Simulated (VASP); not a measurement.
Method: PBE GGA, VASP's PBE PAW potentials (set 64) (plane waves; VASP 6.6.1).

VASP ran on this input.

File KPOINTS:
```
Automatic mesh
0
Gamma
5 5 3
0 0 0
```

### INCAR
```
SYSTEM = IrS
PREC = Accurate
ENCUT = 400
EDIFF = 1E-6
NELM = 100
ALGO = Normal
LREAL = .FALSE.
LASPH = .TRUE.
ISMEAR = 0
SIGMA = 0.05
GGA = PE
LMAXMIX = 6
LWAVE = .FALSE.
LCHARG = .FALSE.
ISIF = 2
ISPIN = 2
MAGMOM = 1.0 1.0 1.0 1.0
```

**POSCAR**
```
IrS
1.0
  3.7847350000   0.0000000000   0.0000000000
 -1.8923670000   3.2776760000   0.0000000000
  0.0000000000   0.0000000000   5.2749940000
Ir S
2 2
Cartesian
  0.0000000000   0.0000000000   0.0000000000
  0.0000000000   0.0000000000   2.6374970000
 -0.0000015590   2.1851184259   1.3187485000
  1.8923695590   1.0925575741   3.9562455000
```

POTCAR, in this order: Ir S (PBE.64 set). Program: vasp_std.

Output

OUTCAR:
```
 ion  position               nearest neighbor table
   1  0.000  0.000  0.000-   3 2.55   4 2.55   3 2.55   4 2.55   4 2.55   3 2.55   2 2.64   2 2.64
  LATTYP: Found a hexagonal cell.
 ALAT       =     3.7847350000
 C/A-ratio  =     1.3937551770
 Subroutine PRICEL returns:
 Original cell was already a primitive cell.
 Subroutine GETGRP returns: Found 24 space group operations
The static configuration has the point symmetry D_3d.
 The point group associated with its full space group is D_6h.
The dynamic configuration has the point symmetry D_3d.
The overall configuration has the point symmetry D_3d.
 Subroutine INISYM returns: Found 24 space group operations
 Subroutine IBZKPT returns following result:
 Found     10 irreducible k-points:

 Following reciprocal coordinates:
            Coordinates               Weight
  0.000000  0.000000  0.000000      1.000000
  0.200000  0.000000  0.000000      6.000000
  0.400000  0.000000  0.000000      6.000000
  0.200000  0.200000  0.000000      6.000000
  0.400000  0.200000  0.000000      6.000000
  0.000000  0.000000  0.333333      2.000000
  0.200000  0.000000  0.333333     12.000000
...
```

OSZICAR:
```
       N       E                     dE             d eps       ncg     rms          rms(c)
DAV:   1     0.220063551698E+03    0.22006E+03   -0.11352E+04   840   0.107E+03
DAV:   2    -0.758153952255E+01   -0.22765E+03   -0.21427E+03   855   0.326E+02
DAV:   3    -0.239704634097E+02   -0.16389E+02   -0.15416E+02  1086   0.858E+01
DAV:   4    -0.246346661300E+02   -0.66420E+00   -0.65691E+00  1007   0.200E+01
DAV:   5    -0.246584052089E+02   -0.23739E-01   -0.23718E-01  1133   0.325E+00    0.247E+01
DAV:   6    -0.246898517163E+02   -0.31447E-01   -0.25549E+00  1194   0.160E+01    0.145E+01
DAV:   7    -0.246813978758E+02    0.84538E-02   -0.46487E-01  1186   0.705E+00    0.721E+00
DAV:   8    -0.246653137722E+02    0.16084E-01   -0.99075E-02  1057   0.234E+00    0.139E+00
DAV:   9    -0.246604795646E+02    0.48342E-02   -0.20375E-02  1266   0.139E+00    0.567E-01
DAV:  10    -0.246620963912E+02   -0.16168E-02   -0.43741E-03   970   0.385E-01    0.342E-01
DAV:  11    -0.246624203097E+02   -0.32392E-03   -0.59514E-04  1067   0.232E-01    0.154E-01
DAV:  12    -0.246624388671E+02   -0.18557E-04   -0.51246E-05  1005   0.497E-02    0.563E-02
DAV:  13    -0.246624411526E+02   -0.22855E-05   -0.13685E-05  1050   0.232E-02    0.245E-02
DAV:  14    -0.246624418104E+02   -0.65784E-06   -0.25491E-06   783   0.104E-02
   1 F= -.24662442E+02 E0= -.24659964E+02  d E =-.495516E-02  mag=     0.0017
```

File OUTCAR:
```
------------------------ aborting loop because EDIFF is reached ----------------------------------------
  FORCE on cell =-STRESS in cart. coord.  units (eV):
  Direction    XX          YY          ZZ          XY          YZ          ZX
  --------------------------------------------------------------------------------------
  Total       -4.7288902     -4.7288883      3.4092927     -0.0000007      0.0000000      0.0000000
  in kB     -115.7834133   -115.7833669     83.4740336     -0.0000177      0.0000000      0.0000000
  external PRESSURE =     -49.3642489 kB  Pullay stress =       0.0000000 kB
  volume of cell :       65.44
      direct lattice vectors                 reciprocal lattice vectors
     3.784735000  0.000000000  0.000000000     0.264219291  0.152547069  0.000000000
    -1.892367000  3.277676000  0.000000000     0.000000000  0.305094219  0.000000000
     0.000000000  0.000000000  5.274994000     0.000000000  0.000000000  0.189573675
 POSITION                                       TOTAL-FORCE (eV/Angst)
 -----------------------------------------------------------------------------------
      0.00000      0.00000      0.00000         0.000000      0.000000     -0.000000
      0.00000      0.00000      2.63750         0.000000      0.000000     -0.000000
     -0.00000      2.18512      1.31875        -0.000000      0.000000      0.000000
      1.89237      1.09256      3.95625         0.000000     -0.000000      0.000000
 -----------------------------------------------------------------------------------
    total drift:                               -0.000000      0.000000      0.000000
  FREE ENERGIE OF THE ION-ELECTRON SYSTEM (eV)
  ---------------------------------------------------
  free  energy   TOTEN  =       -24.6624418104 eV

  energy  without entropy=      -24.6574866509  energy(sigma->0) =      -24.65996423
```
(Selected blocks of OUTCAR.)

The moments were started parallel, and other spin orders were not tried in this run.

The structure was generated: IrS was put into the NiAs type (P6_3/mmc), which need not be its known phase. The cell was not relaxed at this level. The k-mesh is coarse (spacing up to 0.40 per Å, 2π included), so the numbers may not be converged in it.
